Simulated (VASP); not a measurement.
All values below come from rev-vdW-DF2, VASP's PBE PAW potentials (set 64) (plane waves; VASP).

Input for VASP

### INCAR
```
AGGAC  =  0.0
ALGO  =  Normal
EDIFF  =  1E-7
ENCUT  =  520
GGA  =  MK
ISIF  =  2
ISMEAR  =  -5
LASPH  =  .TRUE.
LCHARG  =  .TRUE.
LMAXMIX  =  6
LORBIT  =  11
LREAL  =  .FALSE.
LUSE_VDW  =  .TRUE.
LWAVE  =  .FALSE.
NEDOS  =  601
NELM  =  100
PARAM1  =  0.1234568
PARAM2  =  0.7114
PREC  =  Accurate
SYSTEM  =  HfN
ZAB_VDW  =  -1.8867
```

### KPOINTS
```
Automatic mesh
0
Gamma
16 16 16
0 0 0
```

POSCAR:
```
HfN
4.5158360
  0.0000000000   0.5000000130   0.5000000130
  0.5000000130   0.0000000000   0.5000000130
  0.5000000130   0.5000000130   0.0000000000
Hf N
1 1
direct
  0.0000000000   0.0000000000   0.0000000000
  0.5000000000   0.5000000000   0.5000000000
```

POTCAR, in this order: Hf_pv N (PBE.64 set). Program: vasp_std.

The run wrote:

File OSZICAR:
```
       N       E                     dE             d eps       ncg     rms          rms(c)
DAV:   1     0.404706686397E+02    0.40471E+02   -0.83000E+03  3206   0.129E+03
DAV:   2    -0.196197475602E+02   -0.60090E+02   -0.56778E+02  4314   0.250E+02
DAV:   3    -0.218076373145E+02   -0.21879E+01   -0.21698E+01  4177   0.410E+01
DAV:   4    -0.218270293305E+02   -0.19392E-01   -0.19350E-01  3830   0.380E+00
DAV:   5    -0.218273344268E+02   -0.30510E-03   -0.30324E-03  4157   0.354E-01    0.493E+01
DAV:   6    -0.188722208417E+02    0.29551E+01   -0.15996E+01  3695   0.284E+01    0.414E+01
DAV:   7    -0.188071172257E+02    0.65104E-01   -0.72405E-01  3625   0.770E+00    0.267E+01
DAV:   8    -0.187941452259E+02    0.12972E-01   -0.13941E-01  3746   0.353E+00    0.654E+00
DAV:   9    -0.187833265470E+02    0.10819E-01   -0.62102E-02  3752   0.175E+00    0.159E+00
DAV:  10    -0.187828580229E+02    0.46852E-03   -0.21749E-03  3777   0.432E-01    0.388E-01
DAV:  11    -0.187828492571E+02    0.87658E-05   -0.24211E-04  3928   0.139E-01    0.559E-02
DAV:  12    -0.187828503325E+02   -0.10754E-05   -0.14305E-05  3852   0.365E-02    0.433E-02
DAV:  13    -0.187828501516E+02    0.18095E-06   -0.75452E-07  3778   0.916E-03    0.170E-03
DAV:  14    -0.187828502577E+02   -0.10609E-06   -0.16201E-08  2039   0.113E-03    0.229E-03
DAV:  15    -0.187828502426E+02    0.15099E-07   -0.35375E-09  1922   0.585E-04
   1 F= -.18782850E+02 E0= -.18782850E+02  d E =0.000000E+00
```

OUTCAR:
```
------------------------ aborting loop because EDIFF is reached ----------------------------------------
  FORCE on cell =-STRESS in cart. coord.  units (eV):
  Direction    XX          YY          ZZ          XY          YZ          ZX
  --------------------------------------------------------------------------------------
  Total        0.0023457      0.0023457      0.0023457     -0.0000000      0.0000000      0.0000000
  in kB        0.1632393      0.1632393      0.1632393     -0.0000000      0.0000000      0.0000000
  external PRESSURE =       0.1632393 kB  Pullay stress =       0.0000000 kB
  volume of cell :       23.02
      direct lattice vectors                 reciprocal lattice vectors
     0.000000000  2.257918059  2.257918059    -0.221442934  0.221442934  0.221442934
     2.257918059  0.000000000  2.257918059     0.221442934 -0.221442934  0.221442934
     2.257918059  2.257918059  0.000000000     0.221442934  0.221442934 -0.221442934
 POSITION                                       TOTAL-FORCE (eV/Angst)
 -----------------------------------------------------------------------------------
      0.00000      0.00000      0.00000         0.000000      0.000000     -0.000000
      2.25792      2.25792      2.25792        -0.000000     -0.000000      0.000000
 -----------------------------------------------------------------------------------
    total drift:                                0.000000     -0.000000     -0.000000
  FREE ENERGIE OF THE ION-ELECTRON SYSTEM (eV)
  ---------------------------------------------------
  free  energy   TOTEN  =       -18.7828502426 eV

  energy  without entropy=      -18.7828502426  energy(sigma->0) =      -18.78285024

 total charge

# of ion       s       p       d       tot
------------------------------------------
    1        0.289   6.575   1.772   8.637
    2        1.230   2.520   0.000   3.750
--------------------------------------------------
tot          1.519   9.095   1.772  12.386
```
(Selected blocks of OUTCAR.)

For a metal the tetrahedron method with Blöchl corrections gives inexact stress and forces.

The compound is HfN in the rock salt structure. It was relaxed first. The electron count is odd and the run is not spin-polarised, which forces a metal.
